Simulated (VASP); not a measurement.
Output of a VASP run:

### OSZICAR
```
       N       E                     dE             d eps       ncg     rms          rms(c)
DAV:   1     0.683752866610E+02    0.68375E+02   -0.56641E+03  1144   0.864E+02
DAV:   2    -0.828592404578E+01   -0.76661E+02   -0.74721E+02  1294   0.320E+02
DAV:   3    -0.113107702748E+02   -0.30248E+01   -0.28827E+01  1700   0.510E+01
DAV:   4    -0.114337681849E+02   -0.12300E+00   -0.12266E+00  1400   0.925E+00
DAV:   5    -0.114391208375E+02   -0.53527E-02   -0.53355E-02  1786   0.154E+00    0.710E+00
DAV:   6    -0.109179960694E+02    0.52112E+00   -0.96883E-01  1710   0.117E+01    0.243E+00
DAV:   7    -0.108442633143E+02    0.73733E-01   -0.27973E-01  1730   0.593E+00    0.943E-01
DAV:   8    -0.108445194843E+02   -0.25617E-03   -0.87237E-03  1344   0.144E+00    0.138E-01
DAV:   9    -0.108443519203E+02    0.16756E-03   -0.10931E-03  1732   0.399E-01    0.158E-02
DAV:  10    -0.108443477610E+02    0.41593E-05   -0.14299E-05  1338   0.460E-02    0.990E-03
DAV:  11    -0.108443474210E+02    0.33998E-06   -0.20707E-06  1044   0.155E-02
   1 F= -.10844347E+02 E0= -.10843206E+02  d E =-.228295E-02
```

### OUTCAR
```
------------------------ aborting loop because EDIFF is reached ----------------------------------------
  FORCE on cell =-STRESS in cart. coord.  units (eV):
  Direction    XX          YY          ZZ          XY          YZ          ZX
  --------------------------------------------------------------------------------------
  Total       -1.9226725     -1.9226725     -1.9226725      0.0000000      0.0000000      0.0000000
  in kB     -159.3826427   -159.3826427   -159.3826427      0.0000000      0.0000000      0.0000000
  external PRESSURE =    -159.3826427 kB  Pullay stress =       0.0000000 kB
  volume of cell :       19.33
      direct lattice vectors                 reciprocal lattice vectors
    -1.690590000  1.690590000  1.690590000     0.000000000  0.295754737  0.295754737
     1.690590000 -1.690590000  1.690590000     0.295754737  0.000000000  0.295754737
     1.690590000  1.690590000 -1.690590000     0.295754737  0.295754737  0.000000000
 POSITION                                       TOTAL-FORCE (eV/Angst)
 -----------------------------------------------------------------------------------
      0.00000      0.00000      0.00000        -0.000000      0.000000      0.000000
 -----------------------------------------------------------------------------------
    total drift:                                0.000000      0.000000      0.000000
  FREE ENERGIE OF THE ION-ELECTRON SYSTEM (eV)
  ---------------------------------------------------
  free  energy   TOTEN  =       -10.8443474210 eV

  energy  without entropy=      -10.8420644688  energy(sigma->0) =      -10.84320594
```
(Selected blocks of OUTCAR.)

**POSCAR**
```
Nb
1
   -1.6905900000     1.6905900000     1.6905900000
    1.6905900000    -1.6905900000     1.6905900000
    1.6905900000     1.6905900000    -1.6905900000
Nb
1
Direct
  0.0000000000   0.0000000000   0.0000000000
```

### Question
Write an INCAR and KPOINTS that could have produced this output.

### Answer
This is not unique; one that fits is the input of the run itself, PBEsol GGA, plane waves, VASP's PBE PAW potentials (set 64).

**KPOINTS**
```
Automatic
0
gamma
  11 11 11
0 0 0
```

INCAR:
```
# general
SYSTEM =Nb
PREC   =Accurate
ENCUT  =300
LREAL  =.FALSE.   # projection in real space or not
LASPH  =.TRUE.   # aspherical one-centre terms

# electronic loop
EDIFF  =1E-6   # SCF stop (eV)
NELM   =100   # most electronic steps
ALGO   =Normal   # blocked Davidson
LMAXMIX=4   # l cut-off of mixed one-centre charges

# smearing
ISMEAR =0
SIGMA  =0.05

# functional
GGA    =PS

# ions
ISIF   =2   # forces and stress, cell fixed

# output
LWAVE  =.FALSE.
LCHARG =.FALSE.
```

POTCAR, in this order: Nb_sv (PBE.64 set). Program: vasp_std.

At this cut-off the stress carries a Pulay error, which pulls relaxed volumes low.

The structure is a typed Nb crystal (Im-3m). The cell was not relaxed at this level. The run is one of a series of settings (GGA = PS against the base run), some of them coarse on purpose.
